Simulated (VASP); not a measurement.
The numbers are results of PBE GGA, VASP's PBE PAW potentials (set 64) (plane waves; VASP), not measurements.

Input for VASP

**INCAR**
```
GGA = PE   # PBE
PREC = Accurate
SIGMA = 0.05   # width (eV)
LREAL = F
LCHARG = F
EDIFF = 1E-6   # SCF stop (eV)
ISMEAR = 0   # Gaussian
IBRION = 2   # conjugate gradients
NELM = 100   # most electronic steps
SYSTEM = C
LWAVE = F
ENCUT = 480
ALGO = Normal   # blocked Davidson
ISIF = 3
LASPH = T   # aspherical one-centre terms
NSW = 60
EDIFFG = -0.01   # ionic stop
```

**KPOINTS**
```
Regular mesh
0
gamma
11 11 11
```

File POSCAR:
```
C
1
    0.0000000000     1.7835000000     1.7835000000
    1.7835000000     0.0000000000     1.7835000000
    1.7835000000     1.7835000000     0.0000000000
C
2
Direct
  0.0000000000   0.0000000000   0.0000000000
  0.2500000000   0.2500000000   0.2500000000
```

POTCAR, in this order: C (PBE.64 set). Program: vasp_std.

Output

OSZICAR:
```
       N       E                     dE             d eps       ncg     rms          rms(c)
DAV:   1    -0.219199629580E+01   -0.21920E+01   -0.49222E+03   936   0.936E+02
DAV:   2    -0.187193491202E+02   -0.16527E+02   -0.15719E+02  1408   0.105E+02
DAV:   3    -0.188244411744E+02   -0.10509E+00   -0.10509E+00   944   0.108E+01
DAV:   4    -0.188245710690E+02   -0.12989E-03   -0.12989E-03  1264   0.414E-01
DAV:   5    -0.188245711113E+02   -0.42236E-07   -0.42236E-07   960   0.532E-03    0.558E+00
DAV:   6    -0.183461567495E+02    0.47841E+00   -0.36582E-01   928   0.483E+00    0.336E+00
DAV:   7    -0.181850312331E+02    0.16113E+00   -0.40463E-01  1048   0.518E+00    0.770E-01
DAV:   8    -0.181863171451E+02   -0.12859E-02   -0.17792E-03   936   0.480E-01    0.470E-02
DAV:   9    -0.181863336958E+02   -0.16551E-04   -0.13231E-04  1312   0.102E-01    0.275E-02
DAV:  10    -0.181863462491E+02   -0.12553E-04   -0.13427E-05   904   0.428E-02    0.639E-03
DAV:  11    -0.181863460902E+02    0.15892E-06   -0.36282E-08   640   0.214E-03
   1 F= -.18186346E+02 E0= -.18186346E+02  d E =-.181863E+02
       N       E                     dE             d eps       ncg     rms          rms(c)
DAV:   1    -0.181867352724E+02   -0.38902E-03   -0.43396E-02  1056   0.214E+00    0.186E-01
DAV:   2    -0.181862771112E+02    0.45816E-03   -0.36296E-04   976   0.183E-01    0.970E-02
DAV:   3    -0.181860882538E+02    0.18886E-03   -0.37377E-04   968   0.153E-01    0.157E-02
DAV:   4    -0.181860874140E+02    0.83977E-06   -0.68428E-07   864   0.112E-02
   2 F= -.18186087E+02 E0= -.18186087E+02  d E =0.258676E-03
       N       E                     dE             d eps       ncg     rms          rms(c)
DAV:   1    -0.181869774420E+02   -0.88919E-03   -0.13550E-02  1088   0.120E+00    0.105E-01
DAV:   2    -0.181868352997E+02    0.14214E-03   -0.11172E-04   984   0.101E-01    0.542E-02
DAV:   3    -0.181867789255E+02    0.56374E-04   -0.11639E-04   976   0.853E-02    0.893E-03
DAV:   4    -0.181867788973E+02    0.28164E-07   -0.21438E-07   792   0.623E-03
   3 F= -.18186779E+02 E0= -.18186779E+02  d E =-.432807E-03
```

OUTCAR:
```
------------------------ aborting loop because EDIFF is reached ----------------------------------------
  FORCE on cell =-STRESS in cart. coord.  units (eV):
  Direction    XX          YY          ZZ          XY          YZ          ZX
  --------------------------------------------------------------------------------------
  Total        0.0002539      0.0002539      0.0002539     -0.0000000      0.0000000     -0.0000000
  in kB        0.0356606      0.0356606      0.0356606     -0.0000000      0.0000000     -0.0000000
  external PRESSURE =       0.0356606 kB  Pullay stress =       0.0000000 kB
  volume of cell :       11.41
      direct lattice vectors                 reciprocal lattice vectors
     0.000000000  1.786638790  1.786638790    -0.279855113  0.279855113  0.279855113
     1.786638790  0.000000000  1.786638790     0.279855113 -0.279855113  0.279855113
     1.786638790  1.786638790  0.000000000     0.279855113  0.279855113 -0.279855113
 POSITION                                       TOTAL-FORCE (eV/Angst)
 -----------------------------------------------------------------------------------
      0.00000      0.00000      0.00000         0.000000      0.000000      0.000000
      0.89332      0.89332      0.89332        -0.000000     -0.000000     -0.000000
 -----------------------------------------------------------------------------------
    total drift:                               -0.000000     -0.000000     -0.000000
  FREE ENERGIE OF THE ION-ELECTRON SYSTEM (eV)
  ---------------------------------------------------
  free  energy   TOTEN  =       -18.1867788973 eV

  energy  without entropy=      -18.1867788973  energy(sigma->0) =      -18.18677890

 reached required accuracy - stopping structural energy minimisation
```
(Selected blocks of OUTCAR.)

**CONTCAR**
```
C
   1.00000000000000
     0.0000000000000000    1.7866387897434433    1.7866387897434433
     1.7866387897434433    0.0000000000000000    1.7866387897434433
     1.7866387897434433    1.7866387897434433    0.0000000000000000
  C
     2
Direct
     0.0000000000000000    0.0000000000000000    0.0000000000000000
     0.2500000000000000    0.2500000000000000    0.2500000000000000
```

The compound is C in the diamond structure. This run relaxes it. Symmetry was kept, so distortions that lower it aren't found.
